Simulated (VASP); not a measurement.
An input for Ansatz (written as the equivalent of a VASP run, and not itself run):

Ansatz 0.2 input:
```yaml
crystal:
  lattice:
    - [0.0000000, 3.0448414, 3.0448414]
    - [3.0448414, 0.0000000, 3.0448414]
    - [3.0448414, 3.0448414, 0.0000000]
  atoms:
    - { symbol: In, position: [0.0000000, 0.0000000, 0.0000000] }
    - { symbol: As, position: [0.2500000, 0.2500000, 0.2500000] }
kpoints:
  mp_grid: { grid: [12, 12, 12] }
hamiltonian:
  xc: pbesol
  pseudopotentials: { kind: paw }
scf:
  occupations: { method: tetrahedron }
  max_iter: 100
output: { forces: true, stress: true, eigenvalues: true }
```

### Question
Write the VASP files for the same calculation (PBEsol).

### Answer
Several could match; the one computed here: 
**INCAR**
```
# general
SYSTEM  = InAs
PREC    = Accurate
ENCUT   = 400
LREAL   = .FALSE.
LASPH   = .TRUE.

# electronic loop
EDIFF   = 1E-7
NELM    = 100
ALGO    = Normal
LMAXMIX = 4

# smearing
ISMEAR  = -5

# functional
GGA     = PS

# ions
ISIF    = 2

# output
LWAVE   = .FALSE.
LCHARG  = .TRUE.
LORBIT  = 11
NEDOS   = 601
```

**POSCAR**
```
InAs
1
    0.0000000000     3.0448413697     3.0448413697
    3.0448413697     0.0000000000     3.0448413697
    3.0448413697     3.0448413697     0.0000000000
In As
1 1
Direct
  0.0000000000   0.0000000000   0.0000000000
  0.2500000000   0.2500000000   0.2500000000
```

### KPOINTS
```
Automatic mesh
0
Gamma
12 12 12
0 0 0
```

POTCAR, in this order: In_d As (PBE.64 set). Program: vasp_std.

The two are equivalent in intent, not identical: each code has its own PAW files, so the cut-off isn't converted (ENCUT is set for VASP's; basis.ecutwfc is left out, and Ansatz then takes the one that its files recommend); Ansatz stops its SCF on the density residual and VASP on the energy change (EDIFF).

The structure was generated: InAs was put into the zinc blende type (F-43m), which need not be its known phase. It was relaxed first.
